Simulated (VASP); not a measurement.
OSZICAR of a VASP run on AgCl (rock salt):

### OSZICAR
```
       N       E                     dE             d eps       ncg     rms          rms(c)
DAV:   1     0.882284561621E+02    0.88228E+02   -0.82143E+03   762   0.119E+03
DAV:   2    -0.146618930570E+02   -0.10289E+03   -0.94925E+02   894   0.245E+02
DAV:   3    -0.193290669380E+02   -0.46672E+01   -0.46443E+01   894   0.583E+01
DAV:   4    -0.193612595948E+02   -0.32193E-01   -0.32189E-01   849   0.546E+00
DAV:   5    -0.193616264128E+02   -0.36682E-03   -0.36682E-03   879   0.574E-01    0.857E+00
DAV:   6    -0.637317577509E+01    0.12988E+02   -0.21074E+01   754   0.568E+01    0.758E+00
DAV:   7    -0.768713984197E+01   -0.13140E+01   -0.71912E-01   759   0.104E+01    0.521E+00
DAV:   8    -0.750701934024E+01    0.18012E+00   -0.39218E-01   764   0.934E+00    0.203E+00
DAV:   9    -0.768896426862E+01   -0.18194E+00   -0.19096E-01   754   0.543E+00    0.666E-01
DAV:  10    -0.744133050278E+01    0.24763E+00   -0.30358E-01   754   0.709E+00    0.420E-01
DAV:  11    -0.761485046017E+01   -0.17352E+00   -0.11838E-01   754   0.442E+00    0.393E-01
DAV:  12    -0.761699747695E+01   -0.21470E-02   -0.24705E-03   764   0.767E-01    0.212E-01
DAV:  13    -0.761465296296E+01    0.23445E-02   -0.27036E-03   754   0.574E-01    0.144E-01
DAV:  14    -0.761672035870E+01   -0.20674E-02   -0.12500E-03   754   0.472E-01    0.527E-02
DAV:  15    -0.761708032920E+01   -0.35997E-03   -0.14110E-04   774   0.171E-01    0.577E-02
DAV:  16    -0.761702575346E+01    0.54576E-04   -0.93246E-05   789   0.157E-01    0.152E-02
DAV:  17    -0.761713293383E+01   -0.10718E-03   -0.50996E-05   754   0.876E-02    0.145E-02
DAV:  18    -0.761713119868E+01    0.17352E-05   -0.63345E-07   829   0.832E-03    0.112E-02
DAV:  19    -0.761713237161E+01   -0.11729E-05   -0.40622E-07   764   0.751E-03    0.264E-03
DAV:  20    -0.761712915794E+01    0.32137E-05   -0.51064E-07   754   0.941E-03    0.100E-03
DAV:  21    -0.761713098618E+01   -0.18282E-05   -0.37641E-08   487   0.279E-03    0.395E-04
DAV:  22    -0.761713015774E+01    0.82844E-06   -0.22179E-08   377   0.189E-03    0.156E-04
DAV:  23    -0.761713050578E+01   -0.34804E-06   -0.58591E-09   377   0.975E-04    0.190E-04
DAV:  24    -0.761713042864E+01    0.77132E-07   -0.82146E-10   377   0.369E-04
   1 F= -.76171304E+01 E0= -.76171304E+01  d E =-.202924E-13
```

Task: Which electronic solver shows in the log?

Result: It is blocked Davidson (ALGO = Normal, or the opening steps of other solvers). The INCAR had ALGO = Normal.

Task: Can the final energy be trusted as converged?

Result: Self-consistency was reached. It stopped with EDIFF = 1E-7, NELM = 100 (MS2 meta-GGA, plane waves, VASP's PBE PAW potentials (set 64)).

The compound is AgCl in the rock salt structure. This cell is one point of a volume scan, at 1.06 of the reference volume.
